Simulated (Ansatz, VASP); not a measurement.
# ScGa3Te: VASP beside Ansatz

```
Sc Ga Te
1.0
     5.27037    0.00000    0.00000
     0.00000    5.27037    0.00000
     0.00000    0.00000    5.27037
Sc Ga Te
1 3 1
Direct
  0.00000 0.00000 0.00000
  0.50000 0.50000 0.00000
  0.50000 0.00000 0.50000
  0.00000 0.50000 0.50000
  0.50000 0.50000 0.50000
```

Change from the starting cell: species swapped into the Tb3AlN type (Pm-3m, No. 221).

Alike in both runs: functional PBE; k mesh 4 × 4 × 4; occupations gaussian, width 0.1 eV; no spin polarisation.

Ansatz relaxed the structure, and its values are those at the end. VASP's run is a single point on that final structure, the one shown.

|  | VASP | Ansatz |
| --- | --- | --- |
| version | VASP 6.6.1 | Ansatz 0.2.0 |
| potentials or method | VASP PAW PBE potentials, release 64 (Sc_sv, Ga_d, Te) | scalar-relativistic, plane waves, PAW |
| plane-wave cutoff (eV) | 520 | 420 |
| valence electrons in the cell | 56 | 66 |

```tsv
	VASP	Ansatz	Ansatz less VASP
gap on the k mesh at the Fermi level (eV)	none	none	-
pressure (GPa)	0.5	0.4	-0.10
```

A gap of «none» marks a metal or a gap that the smearing closes. The two sets of potentials don't hold the same shells in valence.

The runs have no spin-orbit coupling, so splittings on Te are missing.
